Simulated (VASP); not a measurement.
A convergence study with VASP on ZnO (wurtzite): one setting is varied, all else stays as given below, so the limit is that of these other settings.

```yaml
crystal:
  lattice:
    - [1.62500, -2.81458, 0.00000]
    - [1.62500, 2.81458, 0.00000]
    - [0.00000, 0.00000, 5.21000]
  atoms:
    - { symbol: Zn, position: [0.66667, 0.33333, 0.50000] }
    - { symbol: Zn, position: [0.33333, 0.66667, 0.00000] }
    - { symbol: O, position: [0.66667, 0.33333, 0.88200] }
    - { symbol: O, position: [0.33333, 0.66667, 0.38200] }
```

Computed with LDA (Ceperley-Alder, Perdew-Zunger), VASP's LDA PAW potentials (set 64) (plane waves; VASP 6.6.1). The tightest run used: 700 eV cut-off, 13×13×7 Monkhorst-Pack mesh, Gaussian smearing of 0.050 eV, potentials Zn O.

**Question.** The settings run are 1×1×1 mesh; 2×2×1 mesh; 3×3×2 mesh; 4×4×2 mesh; 5×5×3 mesh; 6×6×3 mesh; 7×7×4 mesh; 8×8×4 mesh; 9×9×5 mesh; 10×10×6 mesh; 11×11×6 mesh; 12×12×7 mesh; 13×13×7 mesh. From which on does the energy per atom stay within 0.001 eV/atom of the tightest run?

**Answer.** From 6×6×3 mesh on: it is off by 0.0001 there and by no more than 0.001 in any finer run, while 5×5×3 mesh is off by 0.0020.
```json
[
 {"setting": "1×1×1 mesh", "E (eV/atom)": "-2.5709", "pressure (GPa)": "25.39", "irreducible k-points": "1", "difference judged (eV/atom)": "2.7118"},
 {"setting": "2×2×1 mesh", "E (eV/atom)": "-5.4130", "pressure (GPa)": "-8.55", "irreducible k-points": "2", "difference judged (eV/atom)": "0.1303"},
 {"setting": "3×3×2 mesh", "E (eV/atom)": "-5.2577", "pressure (GPa)": "-6.04", "irreducible k-points": "3", "difference judged (eV/atom)": "0.0250"},
 {"setting": "4×4×2 mesh", "E (eV/atom)": "-5.2845", "pressure (GPa)": "-6.42", "irreducible k-points": "6", "difference judged (eV/atom)": "0.0018"},
 {"setting": "5×5×3 mesh", "E (eV/atom)": "-5.2806", "pressure (GPa)": "-6.41", "irreducible k-points": "10", "difference judged (eV/atom)": "0.0020"},
 {"setting": "6×6×3 mesh", "E (eV/atom)": "-5.2826", "pressure (GPa)": "-6.41", "irreducible k-points": "24", "difference judged (eV/atom)": "0.0001"},
 {"setting": "7×7×4 mesh", "E (eV/atom)": "-5.2826", "pressure (GPa)": "-6.43", "irreducible k-points": "16", "difference judged (eV/atom)": "0.0001"},
 {"setting": "8×8×4 mesh", "E (eV/atom)": "-5.2828", "pressure (GPa)": "-6.43", "irreducible k-points": "40", "difference judged (eV/atom)": "0.0001"},
 {"setting": "9×9×5 mesh", "E (eV/atom)": "-5.2826", "pressure (GPa)": "-6.41", "irreducible k-points": "36", "difference judged (eV/atom)": "0.0001"},
 {"setting": "10×10×6 mesh", "E (eV/atom)": "-5.2827", "pressure (GPa)": "-6.42", "irreducible k-points": "90", "difference judged (eV/atom)": "0.0000"},
 {"setting": "11×11×6 mesh", "E (eV/atom)": "-5.2827", "pressure (GPa)": "-6.42", "irreducible k-points": "48", "difference judged (eV/atom)": "0.0000"},
 {"setting": "12×12×7 mesh", "E (eV/atom)": "-5.2827", "pressure (GPa)": "-6.43", "irreducible k-points": "168", "difference judged (eV/atom)": "0.0000"},
 {"setting": "13×13×7 mesh", "E (eV/atom)": "-5.2827", "pressure (GPa)": "-6.43", "irreducible k-points": "84", "difference judged (eV/atom)": "0.0000"}
]
```

Left out are rungs that failed or repeat a setting and relaxations that didn't move; long series are thinned to 24 rows.

The compound is ZnO in the wurtzite structure. The cell was not relaxed at this level.
